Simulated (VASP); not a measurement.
All values below come from PW91 GGA, VASP's PBE PAW potentials (set 64) (plane waves; VASP 6.6.1).

VASP ran on this input.

**KPOINTS**
```
Automatic mesh
0
Gamma
15 15 15
0 0 0
```

### POSCAR
```
Al
1
    0.0000000000     2.0209624346     2.0209624346
    2.0209624346     0.0000000000     2.0209624346
    2.0209624346     2.0209624346     0.0000000000
Al
1
Direct
  1.0000000000   0.0000000000   1.0000000000
```

INCAR:
```
! general
SYSTEM  =  Al
PREC    =  Accurate
ENCUT   =  520
LREAL   =  F
LASPH   =  T

! electronic loop
EDIFF   =  1E-7
NELM    =  100   ! most electronic steps
ALGO    =  Normal

! smearing
ISMEAR  =  1   ! Methfessel-Paxton
SIGMA   =  0.1   ! width (eV)

! functional
GGA     =  91   ! PW91

! ions
ISIF    =  2

! output
LWAVE   =  F
LCHARG  =  F
```

POTCAR, in this order: Al (PBE.64 set). Program: vasp_std.

What VASP printed:

File OSZICAR:
```
       N       E                     dE             d eps       ncg     rms          rms(c)
DAV:   1    -0.147962648165E+01   -0.14796E+01   -0.81379E+02  1225   0.319E+02
DAV:   2    -0.368616726809E+01   -0.22065E+01   -0.20580E+01  1560   0.311E+01
DAV:   3    -0.370372375706E+01   -0.17556E-01   -0.17513E-01  1625   0.338E+00
DAV:   4    -0.370377287026E+01   -0.49113E-04   -0.49112E-04  1605   0.179E-01
DAV:   5    -0.370377319066E+01   -0.32039E-06   -0.31957E-06  1605   0.124E-02    0.120E+00
DAV:   6    -0.369234428460E+01    0.11429E-01   -0.16114E-03  1405   0.302E-01    0.703E-01
DAV:   7    -0.368479063992E+01    0.75536E-02   -0.42348E-03  1410   0.522E-01    0.136E-01
DAV:   8    -0.368479443609E+01   -0.37962E-05   -0.35542E-05  1660   0.596E-02    0.105E-02
DAV:   9    -0.368479440909E+01    0.26997E-07   -0.12739E-07  1525   0.372E-03
   1 F= -.36847944E+01 E0= -.36847318E+01  d E =-.187728E-03
```

### OUTCAR
```
------------------------ aborting loop because EDIFF is reached ----------------------------------------
  FORCE on cell =-STRESS in cart. coord.  units (eV):
  Direction    XX          YY          ZZ          XY          YZ          ZX
  --------------------------------------------------------------------------------------
  Total        0.0176757      0.0176757      0.0176757     -0.0000000     -0.0000000      0.0000000
  in kB        1.7154674      1.7154674      1.7154674     -0.0000000     -0.0000000      0.0000000
  external PRESSURE =       1.7154674 kB  Pullay stress =       0.0000000 kB
  volume of cell :       16.51
      direct lattice vectors                 reciprocal lattice vectors
     0.000000000  2.020962435  2.020962435    -0.247406875  0.247406875  0.247406875
     2.020962435  0.000000000  2.020962435     0.247406875 -0.247406875  0.247406875
     2.020962435  2.020962435  0.000000000     0.247406875  0.247406875 -0.247406875
 POSITION                                       TOTAL-FORCE (eV/Angst)
 -----------------------------------------------------------------------------------
      0.00000      0.00000      0.00000         0.000000      0.000000      0.000000
 -----------------------------------------------------------------------------------
    total drift:                                0.000000     -0.000000     -0.000000
  FREE ENERGIE OF THE ION-ELECTRON SYSTEM (eV)
  ---------------------------------------------------
  free  energy   TOTEN  =        -3.6847944091 eV

  energy  without entropy=       -3.6846066812  energy(sigma->0) =       -3.68473183
```
(Selected blocks of OUTCAR.)

The compound is Al in the fcc structure. It was relaxed first.
